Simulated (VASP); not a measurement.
Runs of VASP 6.6.1 on Te2Mo. Symmetry: P6_3/mmc, No. 194, hexagonal system. The conventional cell has a = 3.518 Å, b = 3.518 Å, c = 13.750 Å, α = 90.00°, β = 90.00°, γ = 120.00°. Around Te (site symmetry 3m) lie 3 Mo at 2.72 Å. Mo (site symmetry -6m2) is surrounded by 6 Te at 2.72 Å. 

```tsv
level	potentials or basis	gap on the mesh (eV)	pressure (GPa)
rev-vdW-DF2	VASP PAW PBE potentials, release 64 (Te, Mo_sv)	(a)	1.2
PBE+D3(BJ)	VASP PAW PBE potentials, release 64 (Te, Mo_sv)	0.60	-0.9
LDA	VASP PAW LDA potentials, release 64 (Te, Mo_sv)	0.59	-1.4
optB88-vdW	VASP PAW PBE potentials, release 64 (Te, Mo_sv)	0.60	3.0
```

Alike in all rows: task relaxation of the atoms; no spin polarisation; cell atoms relaxed; k mesh 10 × 10 × 3; cutoff (eV) 520; smearing gaussian 0.05 eV.

**Question.** Estimate the missing entries.

**Answer.** (a) 0.58.

Caveats: spin-orbit coupling is left out, which moves the levels of the heavy elements; an odd mesh through Γ misses points on the zone boundary, where band edges often lie; the PAW data sets were made with another functional, which shifts forces and pressure a little (some runs).

A k mesh can miss the band edges, and the runs leave out spin-orbit coupling on Mo, Te.

Not every run made on this cell is shown here.
